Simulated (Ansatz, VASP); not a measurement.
# Cross-check of B2Ru (B2Ru (Pmmn)) between VASP and Ansatz, part 2 of 2

Wanted: the spread between two codes on one cell, functional and k mesh. The cell is taken from a series of runs on this material, whose earlier steps may have relaxed, scaled, displaced or heated it; both programs get it as it stands.

VASP 6.6.1 and Ansatz 0.2.0.

So far: Set-up; Ansatz: relaxation of cell and atoms, r2SCAN; VASP: relaxation of cell and atoms, r2SCAN.

### 3. VASP: relaxation of cell and atoms, r2SCAN (continued)

Level of this step: r2SCAN; plane waves and PAW (B, Ru_pv) (VASP).

Numbers of over 12 decimals in the logs are rounded to 6 here.

From OUTCAR (step 3):

```text
ion  position               nearest neighbor table
   1  0.000  0.804  0.363-   3 1.82   2 1.88   2 1.88   5 2.16   6 2.19   6 2.19   5 2.27
   2  0.500  0.696  0.637-   4 1.82   1 1.88   1 1.88   6 2.16   5 2.19   5 2.19   6 2.27
   3  0.000  0.196  0.363-   1 1.82   4 1.88   4 1.88   5 2.16   6 2.19   6 2.19   5 2.27
   4  0.500  0.304  0.637-   2 1.82   3 1.88   3 1.88   6 2.16   5 2.19   5 2.19   6 2.27
   5  0.000  0.000  0.847-   1 2.16   3 2.16   2 2.19   4 2.19   2 2.19   4 2.19   1 2.27   3 2.27
                             6 3.00   6 3.00   6 3.00   6 3.00
   6  0.500  0.500  0.153-   2 2.16   4 2.16   3 2.19   1 2.19   1 2.19   3 2.19   2 2.27   4 2.27
                             5 3.00   5 3.00   5 3.00   5 3.00

  LATTYP: Found a simple orthorhombic cell.
 ALAT       =     2.8671780000
 B/A-ratio  =     1.4089247337
 C/A-ratio  =     1.6223687542

 Subroutine GETGRP returns: Found  8 space group operations
 (whereof  4 operations were pure point group operations)

The static configuration has the point symmetry C_2v.
 The point group associated with its full space group is D_2h.

 Found    210 irreducible k-points:

   k-points           NKPTS =    210   k-points in BZ     NKDIM =    210   number of bands    NBANDS=     26

   dimension x,y,z NGX =    24 NGY =   36 NGZ =   32
   dimension x,y,z NGXF=    48 NGYF=   72 NGZF=   64

   ENCUT  =  550.0 eV  40.42 Ry    6.36 a.u.   5.48  8.89  7.72*2*pi/ulx,y,z

   NELECT =      40.0000    total number of electrons

 k-points in reciprocal lattice and weights: Automatic mesh
   0.00000000  0.00000000  0.00000000       0.001
   0.07692308  0.00000000  0.00000000       0.002
   0.15384615  0.00000000  0.00000000       0.002
   0.23076923  0.00000000  0.00000000       0.002
   0.30769231  0.00000000  0.00000000       0.002
   0.38461538  0.00000000  0.00000000       0.002
   0.46153846  0.00000000  0.00000000       0.002
   0.00000000  0.12500000  0.00000000       0.002
   0.07692308  0.12500000  0.00000000       0.004
[...]
0.38461538  0.50000000  0.50000000       0.002
   0.46153846  0.50000000  0.50000000       0.002

 average (electrostatic) potential at core
       1 -23.8930       2 -23.8930       3 -23.8930       4 -23.8930       5 -75.1004
       6 -75.1004

 E-fermi :  10.5575

 k-point     1 :       0.0000    0.0000    0.0000
  band No.  band energies     occupation
    ...
     16       7.0812      2.00000
     17       7.4199      2.00000
     18       8.2456      2.00000
     19       8.6373      2.00000
     20       9.2975      2.00000
     21      10.6230      0.42486
     22      12.4681      0.00000
     23      14.8784      0.00000
     24      14.9369      0.00000
     25      15.0873      0.00000
    ...

 k-point     2 :       0.0769    0.0000    0.0000
  band No.  band energies     occupation
    ...
     16       6.8786      2.00000
     17       7.2818      2.00000
     18       8.2055      2.00000
     19       8.6373      2.00000
     20       9.4907      2.00000
     21      10.6838      0.14801
     22      12.4454      0.00000
     23      14.7204      0.00000
     24      14.8534      0.00000
     25      15.1591      0.00000
    ...

 k-point     3 :       0.1538    0.0000    0.0000
  band No.  band energies     occupation
    ...
     16       6.3784      2.00000
     17       7.0229      2.00000
     18       8.0759      2.00000
     19       8.6997      2.00000
     20       9.9569      1.99999
     21      10.8741      0.00355
     22      12.3627      0.00000
     23      14.2205      0.00000
     24      14.7420      0.00000
     25      15.4007      0.00000
    ...

  Total        0.0158882      0.0101888     -0.0170372      0.0000000      0.0000000      0.0000000
  in kB        0.4726374      0.3030951     -0.5068189      0.0000000      0.0000000      0.0000000
  external PRESSURE =       0.0896378 kB  Pullay stress =       0.0000000 kB

  energy-cutoff  :      550.00
  volume of cell :       53.86
      direct lattice vectors                 reciprocal lattice vectors
     2.868535444  0.000000000  0.000000000     0.348609951  0.000000000  0.000000000
     0.000000000  4.646809977  0.000000000     0.000000000  0.215201397  0.000000000
     0.000000000  0.000000000  4.040553603     0.000000000  0.000000000  0.247490839

 POSITION                                       TOTAL-FORCE (eV/Angst)
 -----------------------------------------------------------------------------------
      0.00000      3.73740      1.46502         0.000000     -0.003819      0.002246
      1.43427      3.23281      2.57554         0.000000      0.003819     -0.002246
      0.00000      0.90941      1.46502         0.000000      0.003819      0.002246
      1.43427      1.41400      2.57554        -0.000000     -0.003819     -0.002246
      0.00000      0.00000      3.42103         0.000000      0.000000     -0.001224
      1.43427      2.32340      0.61952         0.000000      0.000000      0.001224
 -----------------------------------------------------------------------------------
    total drift:                                0.000000     -0.000000      0.000000

  FREE ENERGIE OF THE ION-ELECTRON SYSTEM (eV)
  ---------------------------------------------------
  free  energy   TOTEN  =       -82.0922871137 eV

  energy  without entropy=      -82.0832496505  energy(sigma->0) =      -82.08776838

 reached required accuracy - stopping structural energy minimisation

 total charge
# of ion       s       p       d       tot
------------------------------------------
    1        0.699   1.194   0.000   1.893
    2        0.699   1.194   0.000   1.893
    3        0.699   1.194   0.000   1.893
    4        0.699   1.194   0.000   1.893
    5        0.380   6.407   6.123  12.911
    6        0.380   6.407   6.123  12.911
--------------------------------------------------
tot          3.558  17.590  12.247  33.394

[... 3 further parts left out ...]
```

The run keeps the 8 symmetry operations of its start, so it cannot find a distortion of lower symmetry.

### 4. Side by side

Known differences besides the potentials themselves: VASP keeps PBE cores, Ansatz makes them for the functional; the data sets hold 44 valence electrons in Ansatz (on its PAW soft_1 files) and 40 in VASP; the cutoff is 500 eV in Ansatz and 550 eV in VASP; Ansatz adds a Pulay correction to the stress that steers its cell, VASP none. Total energies have different zeros and are not compared.

The two programs side by side:

```tsv
quantity	Ansatz	VASP	difference
volume (Å³)	53.81	53.86	-0.09 %
edge a after relaxation, in the typed setting (Å)	2.867	2.869	-0.04 %
edge b after relaxation, in the typed setting (Å)	4.645	4.647	-0.04 %
edge c after relaxation, in the typed setting (Å)	4.040	4.041	-0.01 %
```

### 5. Outcome

- difference in volume (relaxation of cell and atoms, r2SCAN): -0.094 %

What this shows: The difference in volume is -0.094 % (relaxation of cell and atoms, r2SCAN), within the 1.2 % picked in this series as the mark of a large difference, as far as the stopping tolerances let one tell. The data sets hold unlike numbers of valence electrons (44 in Ansatz and 40 in VASP), so part of the differences comes from the potentials. How closely two codes agree says nothing of how well the functional describes the real material.

[Lines on the potential files, build, host, timing and source positions are cut from VASP's logs without a mark.]

[Logs are printed without paths, hosts, clocks, repeated set-up lines and the standing remarks that a program may print on its own settings, such as how far it seeks lower states.]

[Hosts, paths, dates, database ids (printed as entryN), source tags and the programs' standing remarks are cut or masked in the printed files.]
